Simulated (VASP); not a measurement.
Level of theory: r2SCAN meta-GGA, VASP's PBE PAW potentials (set 64) (plane waves; VASP).

Input for VASP

**INCAR**
```
SYSTEM=ScSi
PREC=Accurate; ENCUT=400; LREAL=.False.
LASPH=.True.
EDIFF=1E-6; NELM=100; ALGO=Normal
LMAXMIX=4; LMIXTAU=.True.
ISMEAR=1; SIGMA=0.1
METAGGA=R2SCAN
IBRION=2; NSW=60; ISIF=3
EDIFFG=-0.01
LWAVE=.False.; LCHARG=.False.
```

POSCAR:
```
ScSi
1.0
  3.3290601846   0.0000000000   0.0000000000
  0.0000000000   3.3290601846   0.0000000000
  0.0000000000   0.0000000000   3.3290601846
Sc Si
1 1
Direct
  0.0000000000   0.0000000000   0.0000000000
  0.5000000000   0.5000000000   0.5000000000
```

**KPOINTS**
```
Automatic mesh
0
Gamma
10 10 10
0 0 0
```

POTCAR, in this order: Sc_sv Si (PBE.64 set). Program: vasp_std.

Problem. Estimate the energy per atom (σ→0), volume per atom, band gap (on the k-mesh).

Solution. 
The energy per atom (σ→0) is -10.447 eV/atom and the band gap (on the k-mesh) is none (metal, semimetal or under 0.01 eV). The volume per atom is 18.35 Å^3/atom.

File OSZICAR:
```
...
DAV:   1    -0.208960921381E+02   -0.59158E-03   -0.16807E-02  1404   0.228E+00    0.177E-01
DAV:   2    -0.208955922135E+02    0.49992E-03   -0.16015E-03  1893   0.714E-01    0.443E-02
DAV:   3    -0.208955673674E+02    0.24846E-04   -0.51117E-05  2058   0.102E-01    0.199E-02
DAV:   4    -0.208955499671E+02    0.17400E-04   -0.50755E-05  1757   0.659E-02    0.786E-03
DAV:   5    -0.208955541069E+02   -0.41398E-05   -0.25686E-06  1221   0.178E-02    0.729E-03
DAV:   6    -0.208955525931E+02    0.15138E-05   -0.58232E-07   722   0.116E-02    0.538E-03
DAV:   7    -0.208955531831E+02   -0.58995E-06   -0.21218E-06  1332   0.172E-02
   3 F= -.20895553E+02 E0= -.20894801E+02  d E =-.271371E-03
```

The structure was generated: ScSi was put into the CsCl type type (Pm-3m), which need not be its known phase. This run relaxes it. Symmetry was kept, so distortions that lower it aren't found. The start is the result of an earlier pass. The electron count is odd and the run is not spin-polarised, which forces a metal.
